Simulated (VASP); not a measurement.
An input for Ansatz (written as the equivalent of a VASP run, and not itself run):

Ansatz 0.2 input:
```yaml
crystal:
  lattice:
    - [4.1229041, 0.0000000, 0.0000000]
    - [0.0000000, 4.1229041, 0.0000000]
    - [0.0000000, 0.0000000, 4.1229041]
  atoms:
    - { symbol: Cu, position: [0.7500000, 0.2500000, 0.7500000] }
    - { symbol: Cu, position: [0.2500000, 0.7500000, 0.7500000] }
    - { symbol: Cu, position: [0.7500000, 0.7500000, 0.2500000] }
    - { symbol: Cu, position: [0.2500000, 0.2500000, 0.2500000] }
    - { symbol: O, position: [0.0000000, 0.0000000, 0.0000000] }
    - { symbol: O, position: [0.5000000, 0.5000000, 0.5000000] }
kpoints:
  mp_grid: { grid: [6, 6, 6] }
hamiltonian:
  xc: pbe
  pseudopotentials: { kind: paw }
scf:
  occupations: { method: gaussian, width: 0.05 }
  max_iter: 100
relax:
  max_steps: 40
  f_tol: 0.02
  cell: { p_target: 20 }
output: { forces: true, stress: true, eigenvalues: true }
```

Task: Write the VASP files for the same calculation (PBE).

Result: One answer among several that fit: 
### INCAR
```
SYSTEM = Cu2O
PREC = Accurate; ENCUT = 620; LREAL = F
LASPH = T
EDIFF = 1E-6; NELM = 100; ALGO = Normal
LMAXMIX = 4
ISMEAR = 0; SIGMA = 0.05
GGA = PE
IBRION = 2; NSW = 40; ISIF = 3
EDIFFG = -0.02; PSTRESS = 200
LWAVE = F; LCHARG = F
```

**POSCAR**
```
Cu2O
1
    4.1229040913     0.0000000000    -0.0000000000
    0.0000000000     4.1229040913     0.0000000000
   -0.0000000000     0.0000000000     4.1229040913
Cu O
4 2
Direct
  0.7500000000   0.2500000000   0.7500000000
  0.2500000000   0.7500000000   0.7500000000
  0.7500000000   0.7500000000   0.2500000000
  0.2500000000   0.2500000000   0.2500000000
  0.0000000000   0.0000000000   0.0000000000
  0.5000000000   0.5000000000   0.5000000000
```

**KPOINTS**
```
Automatic mesh
0
Gamma
6 6 6
0 0 0
```

POTCAR, in this order: Cu O (PBE.64 set). Program: vasp_std.

Limits of the translation: each code has its own PAW files, so the cut-off isn't converted (ENCUT is set for VASP's; basis.ecutwfc is left out, and Ansatz then takes the one that its files recommend); Ansatz stops its SCF on the density residual and VASP on the energy change (EDIFF).

The compound is Cu2O in the cuprite structure. It was relaxed first under an external pressure of 20 GPa.
